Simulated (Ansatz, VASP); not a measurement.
# Hf19Ge48O54 (amorphous HfO2 against Ge(100), 6.0 A) in two plane-wave programs, part 2 of 2

Aim: how closely do two programs agree when they are given the same cell, functional and k mesh? Of the first pair: The structure shown is the start of the Ansatz relaxation below; VASP solves that cell, so the two are compared at the walk's first step.

VASP 6.6.1 and Ansatz 0.2.0.

So far. Step 4 (Side by side): The forces differ by 49 meV/Å r.m.s., which is 14.0 % of the r.m.s. force of 0.349 eV/Å (both taken over all components).

## Step 5: Ansatz: relaxation, PBE

Level of this step: Ansatz beside VASP: Kohn-Sham DFT, plane waves, PBE (Ansatz).

This run makes the geometry at which the two programs are then compared. The cell compared in this pair holds 2063.76 Å³, against 2032.11 Å³ for the pair before.

The structure compared here is the end of the Ansatz relaxation.

Input file input.yaml:

```yaml
crystal:
  lattice:
    - [11.44, 0.0, 0.0]
    - [0.0, 11.44, 0.0]
    - [0.0, 0.0, 15.52729]
  atoms:
    - { symbol: Ge, position: [0.00328, 0.97831, 0.33149] }
    - { symbol: Ge, position: [0.15134, 0.13979, 0.04296] }
    - { symbol: Ge, position: [0.00141, 0.22528, 0.14494] }
    - { symbol: Ge, position: [0.12354, 0.33606, 0.25474] }
    - { symbol: Ge, position: [0.2491, 0.00396, 0.15473] }
    - { symbol: Ge, position: [0.37242, 0.11083, 0.26336] }
    - { symbol: Ge, position: [0.25414, 0.23157, 0.36256] }
    - { symbol: Ge, position: [0.36707, 0.37687, 0.08148] }
    - { symbol: Ge, position: [0.12146, 0.09424, 0.45012] }
    - { symbol: Ge, position: [0.90809, 0.25122, 0.57433] }
    - { symbol: Ge, position: [0.23508, 0.94945, 0.53678] }
    - { symbol: Ge, position: [0.39031, 0.35456, 0.45407] }
    - { symbol: Ge, position: [0.99769, 0.47211, 0.33877] }
    - { symbol: Ge, position: [0.08987, 0.5676, 0.05049] }
    - { symbol: Ge, position: [0.99862, 0.74075, 0.12986] }
    - { symbol: Ge, position: [0.12332, 0.85681, 0.23232] }
    - { symbol: Ge, position: [0.22467, 0.48783, 0.16728] }
    - { symbol: Ge, position: [0.36173, 0.60704, 0.25481] }
    - { symbol: Ge, position: [0.2328, 0.73218, 0.33912] }
    - { symbol: Ge, position: [0.34866, 0.8639, 0.05601] }
    - { symbol: Ge, position: [0.13995, 0.58057, 0.43082] }
    - { symbol: Ge, position: [0.00057, 0.67835, 0.5285] }
    - { symbol: Ge, position: [0.25848, 0.47697, 0.54249] }
    - { symbol: Ge, position: [0.36405, 0.8491, 0.43055] }
    - { symbol: Ge, position: [0.49929, 0.98615, 0.35491] }
    - { symbol: Ge, position: [0.60781, 0.12859, 0.06608] }
    - { symbol: Ge, position: [0.48759, 0.23962, 0.16831] }
    - { symbol: Ge, position: [0.62611, 0.35708, 0.25381] }
    - { symbol: Ge, position: [0.73815, 0.99156, 0.14708] }
    - { symbol: Ge, position: [0.8723, 0.10478, 0.24116] }
[... 85 atom lines left out ...]
    - { symbol: O, position: [0.62276, 0.18651, 0.55661] }
    - { symbol: O, position: [0.86508, 0.49378, 0.75301] }
    - { symbol: O, position: [0.97481, 0.94542, 0.93554] }
    - { symbol: O, position: [0.70642, 0.42492, 0.59179] }
    - { symbol: O, position: [0.60147, 0.97533, 0.66908] }
    - { symbol: O, position: [0.52816, 0.34926, 0.67201] }
kpoints:
  mp_grid: { grid: [1, 1, 1] }
hamiltonian:
  xc: pbe
scf:
  occupations: { method: fermi_dirac, width: 0.025 }
output:
  forces: true
relax:
  f_tol: 0.08
  max_steps: 90
  cell: { fix: [a, b, alpha, beta, gamma] }
```

Launch:

```
$ ansatz run input.yaml --threads 4 --pin off --max-ram 15872MiB --backend cpu --events-out ev --progress --plain --runs-dir out
```

Numbers of over 12 decimals in the logs are rounded to 6 here.

The log of the run:

```text
[...]
Crystal: 121 atoms, lattice volume = 2032.112 Å³
Basis set: ecut = 420 eV, 39659 PW (Γ), exchange–correlation on 160×160×216 points (8 copies of the dense FFT grid, shifted against one another)
Bands: 894, of which v1, the nominal top of the filled ones, is band 745 counted from 1 (744 counted from 0)
Symmetry: 1 space group operations
[...]
k-points: 1
[...]
- { symbol: O, position: [0.464725, 0.477375, 0.029164] }
    - { symbol: O, position: [0.123022, 0.357229, 0.786378] }
    - { symbol: O, position: [0.839865, 0.919990, 0.587998] }
    - { symbol: O, position: [0.159134, 0.417603, 0.617107] }
    - { symbol: O, position: [0.277203, 0.023944, 0.782716] }
    - { symbol: O, position: [0.459388, 0.907309, 0.975365] }
    - { symbol: O, position: [0.180983, 0.801698, 0.835684] }
[...]
- { symbol: O, position: [0.965433, 0.949060, 0.929566] }
    - { symbol: O, position: [0.718159, 0.435068, 0.610771] }
    - { symbol: O, position: [0.584868, 0.983279, 0.667322] }
    - { symbol: O, position: [0.580910, 0.279122, 0.676275] }
```

## Step 6: VASP: single point, PBE, relaxed cell, pair 2

The same cell, functional, mesh and smearing now go to VASP, with its own data sets.

Input file INCAR:

```
SYSTEM = Hf19Ge48O54
PREC = Accurate
ENCUT = 600
EDIFF = 1E-06
NELM = 120
ISMEAR = -1
SIGMA = 0.025
LREAL = Auto
ALGO = Normal
GGA = PE
NBANDS = 688
LASPH = .TRUE.
LORBIT = 11
LWAVE = .FALSE.
LCHARG = .FALSE.
ISIF = 2
GGA_COMPAT = .FALSE.
EFERMI = MIDGAP
NCORE = 4
```

Input file POSCAR:

```
Hf19Ge48O54
1.0
   11.4400000000      0.0000000000      0.0000000000
    0.0000000000     11.4400000000      0.0000000000
    0.0000000000      0.0000000000     15.7691310000
Ge Hf O
48 19 54
Direct
    0.0061900000      0.9654900000      0.3147000000
    0.1823900000      0.1421900000      0.0430400000
    0.9964300000      0.2136700000      0.1291700000
    0.1133900000      0.3270300000      0.2403000000
    0.3015600000      0.9196300000      0.1593800000
    0.3709800000      0.0851300000      0.2538000000
    0.2416100000      0.2154300000      0.3382100000
    0.3660300000      0.3781300000      0.0946400000
    0.0881700000      0.1096900000      0.4161600000
    0.9068300000      0.2557200000      0.5830100000
    0.2060300000      0.9875700000      0.5270700000
    0.3831600000      0.2959500000      0.4516900000
    0.0106800000      0.4575600000      0.3451700000
    0.0827200000      0.5847400000      0.0736700000
    0.9800500000      0.7427500000      0.1497900000
    0.1392200000      0.8281200000      0.2397800000
    0.2248800000      0.4877200000      0.1777700000
    0.3672200000      0.5908900000      0.2742900000
    0.2437500000      0.7229300000      0.3564300000
    0.3092600000      0.8512900000      0.0047900000
    0.1507600000      0.5695100000      0.4380600000
    0.0007100000      0.6670000000      0.5228000000
    0.2711800000      0.4524100000      0.5379700000
    0.3561100000      0.8650500000      0.4423400000
    0.5037400000      0.9811000000      0.3525000000
    0.6153000000      0.1125200000      0.0709400000
    0.4889100000      0.2244600000      0.1688400000
    0.6242900000      0.3458700000      0.2576200000
    0.7425000000      0.9508400000      0.1280400000
    0.8673200000      0.0844500000      0.2216600000
[... 85 atom lines left out ...]
    0.6500300000      0.1987300000      0.5241400000
    0.8711400000      0.5025300000      0.7595200000
    0.9654300000      0.9490600000      0.9295700000
    0.7181600000      0.4350700000      0.6107700000
    0.5848700000      0.9832800000      0.6673200000
    0.5809100000      0.2791200000      0.6762800000
```

Input file KPOINTS:

```
Automatic mesh
0
Gamma
1 1 1
0 0 0
```

Potentials, in the order of the species: Ge_d, Hf_pv and O (PBE family, release 64).

Launch:

```
$ mpirun -np 16 vasp_gam
```

The log of the run:

```text
[... set-up lines as in an earlier step ...]
 entering main loop
       N       E                     dE             d eps       ncg     rms          rms(c)
DAV:   1     0.424983907238E+05    0.42498E+05   -0.39184E+05  1520   0.501E+03
DAV:   2     0.950582412727E+04   -0.32993E+05   -0.31490E+05  1376   0.135E+03
DAV:   3     0.921429950474E+03   -0.85844E+04   -0.81594E+04  1400   0.448E+02
DAV:   4    -0.877042338487E+03   -0.17985E+04   -0.17175E+04  1640   0.193E+02
[...]
DAV:  19    -0.892397895860E+03   -0.37429E-05   -0.29137E-05  1640   0.185E-02    0.937E-03
DAV:  20    -0.892397897008E+03   -0.11485E-05   -0.57050E-06  1072   0.130E-02    0.428E-03
DAV:  21    -0.892397897923E+03   -0.91488E-06   -0.48283E-06  1288   0.718E-03
   1 F= -.89239790E+03 E0= -.89239787E+03  d E =-.542486E-04
```

Parts of OUTCAR (step 6):

```text
  FREE ENERGIE OF THE ION-ELECTRON SYSTEM (eV)
  ---------------------------------------------------
  free  energy   TOTEN  =      -892.3978979229 eV

  energy  without entropy=     -892.3978436743  energy(sigma->0) =     -892.39787080
```

The run ends at a pressure of -1.50 GPa, with forces up to 0.17 eV/Å.

## Step 7: Comparison

What differs besides the data sets and the points named for the pairs above, as far as they apply: the data sets hold 1490 valence electrons in Ansatz (on its default PAW (the set named soft_2) files) and 1186 in VASP; the cutoff is 420 eV in Ansatz and 600 eV in VASP (PREC = Accurate, projectors in real space). Total energies have different zeros and are not compared.

The two programs side by side:

| quantity | Ansatz | VASP | difference |
| --- | --- | --- | --- |
| pressure (GPa) | -0.49 | -1.50 | +1.01 |
| gap on the k mesh (eV) | 0.498 | 0.495 | +0.002 |

Forces on 7 of the 121 atoms, those with the largest forces and the largest differences (eV/Å; atoms numbered as in POSCAR):

| atom | Ansatz x, y, z | VASP x, y, z |
| --- | --- | --- |
| Hf64 | 0.016, -0.021, -0.025 | 0.054, -0.147, 0.015 |
| O74 | 0.006, 0.002, 0.005 | 0.061, 0.015, -0.146 |
| O82 | -0.006, -0.009, 0.005 | -0.016, -0.075, -0.151 |
| O86 | -0.006, -0.004, 0.003 | 0.026, 0.077, 0.149 |
| O89 | -0.006, -0.007, -0.005 | -0.034, 0.009, -0.157 |
| O106 | 0.005, 0.007, 0.005 | 0.142, 0.061, 0.056 |
| O115 | 0.003, 0.005, 0.005 | 0.044, -0.038, 0.147 |

The forces differ by 50 meV/Å r.m.s., where the r.m.s. force is 0.009 eV/Å in Ansatz and 0.051 eV/Å in VASP: the atoms lie near their places of rest in Ansatz, so a percentage would say little (all taken over all components). A gap on the mesh is an upper bound, since the band edges may lie between its points; neither run holds spin-orbit coupling, which can move the band edges of a compound of Hf.

## Step 8: Summary of results

| Quantity | Value |
| --- | --- |
| r.m.s. force difference (single point, PBE, start cell, pair 1) | 14 % of the r.m.s. force |
| r.m.s. force difference (single point, PBE, relaxed cell, pair 2) | 50 meV/Å |
| difference in pressure (single point, PBE, relaxed cell, pair 2) | 1.0 GPa |

**Reading.** The r.m.s. force difference is 14 % of the r.m.s. force (single point, PBE, start cell, pair 1), beyond the 3 % picked in this series as the mark of a large difference. The data sets hold unlike numbers of valence electrons (1490 in Ansatz and 1186 in VASP), so part of the differences comes from the potentials. What causes the difference of the single point, PBE, start cell, pair 1 pair stays open here. By the marks of this series, far apart in the single point, PBE, relaxed cell, pair 2 pair: the r.m.s. force difference, 50 meV/Å and the difference in pressure, 1.0 GPa. What causes the difference of the single point, PBE, relaxed cell, pair 2 pair stays open here. Such differences can come from data sets, numerical settings and the points named under the comparisons, not from the functional's error against experiment.

[Lines on the potential files, build, host, timing and source positions are cut from VASP's logs without a mark.]

[Logs are printed without paths, hosts, clocks, repeated set-up lines and the standing remarks that a program may print on its own settings, such as how far it seeks lower states.]

[Hosts, paths, dates, database ids (printed as entryN), source tags and the programs' standing remarks are cut or masked in the printed files.]
